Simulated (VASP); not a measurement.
Here is the system:

```
Na2S
1.0
    0.00000     3.28448     3.28448
    3.28448     0.00000     3.28448
    3.28448     3.28448     0.00000
Na S
2 1
Direct
  0.25000   0.25000   0.25000
  0.75000   0.75000   0.75000
  0.00000   0.00000   0.00000
```

Level of theory: PBE GGA with D3 dispersion (zero damping), VASP's PBE PAW potentials (set 64) (plane waves; VASP). Run with 520 eV cut-off, 6×6×6 Γ-centred mesh, Gaussian smearing of 0.050 eV, potentials Na_pv S.

Question: Give the stress tensor in GPa (positive for a compressed cell).

Answer: 
```
-1.40   0.00   0.00
 0.00  -1.40   0.00
 0.00   0.00  -1.40
```
The pressure is its mean diagonal, -1.40 GPa.

The compound is Na2S in the antifluorite structure. This cell is one point of a volume scan, at 1.06 of the reference volume.
